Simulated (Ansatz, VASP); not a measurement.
# Co3Sn2Se2: VASP beside Ansatz

The input INCAR:

```
SYSTEM = Co3Sn2Se2
  PREC = Accurate
  ENCUT = 520
  EDIFF = 1E-7
  ISMEAR = -1
  SIGMA = 0.1
  LREAL = .False.
  LASPH = .True.
  NELM = 100
  ALGO = Normal
  ISIF = 2
  LWAVE = .False.
  LCHARG = .False.
  GGA = PE
  NBANDS = 42
```

KPOINTS

```
regular mesh
0
Gamma
  4 4 4
  0 0 0
```

POSCAR

```
Co3Sn2Se2
1.0
    2.7537980000      4.7697130000      0.0000000000
   -2.7537980000      4.7697130000      0.0000000000
    0.0000000000     -3.1798050000      4.4984760000
Co Se Sn
3 2 2
Direct
    0.0000000000      0.0000000000      0.5000000000
    0.5000000000      0.0000000000      0.5000000000
    0.0000000000      0.5000000000      0.5000000000
    0.2830000000      0.2830000000      0.8490000000
    0.7170000000      0.7170000000      0.1510000000
    0.5000000000      0.5000000000      0.5000000000
    0.0000000000      0.0000000000      0.0000000000
```

Input for Ansatz:

```yaml
crystal:
  lattice:
    - [2.753798, 4.769713, 0.0]
    - [-2.753798, 4.769713, 0.0]
    - [0.0, -3.179805, 4.498476]
  atoms:
    - { symbol: Co, position: [0.0, 0.0, 0.5] }
    - { symbol: Co, position: [0.5, 0.0, 0.5] }
    - { symbol: Co, position: [0.0, 0.5, 0.5] }
    - { symbol: Se, position: [0.283, 0.283, 0.849] }
    - { symbol: Se, position: [0.717, 0.717, 0.151] }
    - { symbol: Sn, position: [0.5, 0.5, 0.5] }
    - { symbol: Sn, position: [0.0, 0.0, 0.0] }
  symmetry: { tolerance: 0.0003 }
kpoints:
  mp_grid: { grid: [4, 4, 4], shift: [0, 0, 0] }
magnetization:
  spin_polarized: false
scf:
  occupations: { method: fermi_dirac }
hamiltonian:
  pseudopotentials: { kind: paw }
  xc: pbe
basis:
  ecutwfc: 420
output:
  forces: true
  stress: true
  eigenvalues: true
```

The cell was built by a generator and needn't be a form met in nature.

Alike in both runs: task single point; functional PBE; k mesh 4 × 4 × 4; no spin polarisation.

|  | VASP | Ansatz |
| --- | --- | --- |
| version | VASP 6.6.1 | Ansatz 0.2.0 |
| potentials or method | VASP PAW PBE potentials, release 64 (Co, Se, Sn_d) | PAW plane waves |
| plane-wave cutoff (eV) | 520 | 420 |
| occupations | fermi-dirac, width 0.1 eV | fermi-dirac |
| valence electrons in the cell | 67 | 111 |

|  | VASP | Ansatz | Ansatz less VASP |
| --- | --- | --- | --- |
| gap on the k mesh at the Fermi level (eV) | none | none | - |
| pressure (GPa) | 2.1 | 2.0 | -0.08 |
| largest component of the traceless stress (GPa) | 3.26 | 3.21 | -0.050 |
| rms of the force components (eV/Å) | 0.323 | 0.315 | -0.0080 |

Atom by atom the forces differ by 0.008 eV/Å (rms over components). A gap of «none» marks a metal or a gap that the smearing closes. The two sets of potentials don't hold the same shells in valence. Ansatz warned: «structure_snapped_to_symmetry».

Caveats: the run has no spin polarisation, though such a crystal can be magnetic; forces of over 1 eV/Å show positions far from the minimum, so gaps and moduli don't describe the material at rest. Spin polarisation is off, so any magnetic state and its effect on volume and gap are missing.
